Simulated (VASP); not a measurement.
VASP ran on this input.

File KPOINTS:
```
Automatic
0
G
6 6 6
0 0 0
```

POSCAR:
```
KMgF3
1
    3.8285001880     0.0000000000     0.0000000000
    0.0000000000     3.8285001880     0.0000000000
    0.0000000000     0.0000000000     3.8285001880
K Mg F
1 1 3
Direct
  0.0000000000   0.0000000000   0.0000000000
  0.5000000000   0.5000000000   0.5000000000
  0.5000000000   0.0000000000   0.5000000000
  0.0000000000   0.5000000000   0.5000000000
  0.5000000000   0.5000000000   0.0000000000
```

INCAR:
```
SIGMA = 0.05
LREAL = F   # projection in real space or not
IBRION = 2
NSW = 40
LASPH = T   # aspherical one-centre terms
ALGO = Normal
LWAVE = F
EDIFFG = -0.02   # ionic stop
ISIF = 3
ISMEAR = 0   # Gaussian
EDIFF = 1E-6
PSTRESS = 100   # kbar
SYSTEM = KMgF3
LCHARG = F
NELM = 100
PREC = Accurate
ENCUT = 620
```

POTCAR, in this order: K_sv Mg F (LDA.64 set). Program: vasp_std.

Problem. Write an equivalent input for Quantum ESPRESSO's pw.x.

Solution. One equivalent input (not run):
```
&CONTROL
  calculation = 'vc-relax'
  pseudo_dir = './pseudo'
  outdir = './out'
  tprnfor = .true.
  tstress = .true.
  nstep = 40
  forc_conv_thr = 0.00078
/
&SYSTEM
  ibrav = 0
  nat = 5
  ntyp = 3
  ecutwfc = 84
  occupations = 'smearing'
  smearing = 'gaussian'
  degauss = 0.003675
  input_dft = 'pz'
/
&ELECTRONS
  conv_thr = 7.3e-08
  electron_maxstep = 100
/
&IONS
/
&CELL
  press = 100
/
ATOMIC_SPECIES
  K 39.098 K.upf
  Mg 24.305 Mg.upf
  F 18.998 F.upf
CELL_PARAMETERS angstrom
     3.8285002    0.0000000    0.0000000
     0.0000000    3.8285002    0.0000000
     0.0000000    0.0000000    3.8285002
ATOMIC_POSITIONS crystal
  K    0.0000000  0.0000000  0.0000000
  Mg   0.5000000  0.5000000  0.5000000
  F    0.5000000  0.0000000  0.5000000
  F    0.0000000  0.5000000  0.5000000
  F    0.5000000  0.5000000  0.0000000
K_POINTS automatic
  6 6 6 0 0 0
```
The two are equivalent in intent, not identical: the potentials are each code's own (VASP's PAW set, PseudoDojo norm-conserving files in pw.x), so ENCUT and ecutwfc are chosen apart and not converted; conv_thr bounds pw.x's estimated SCF error, while EDIFF bounds the energy change between steps; forc_conv_thr acts on force components and is met together with etot_conv_thr.

The compound is KMgF3 in the cubic perovskite structure. This run relaxes it under an external pressure of 10 GPa. Symmetry was kept, so distortions that lower it aren't found.
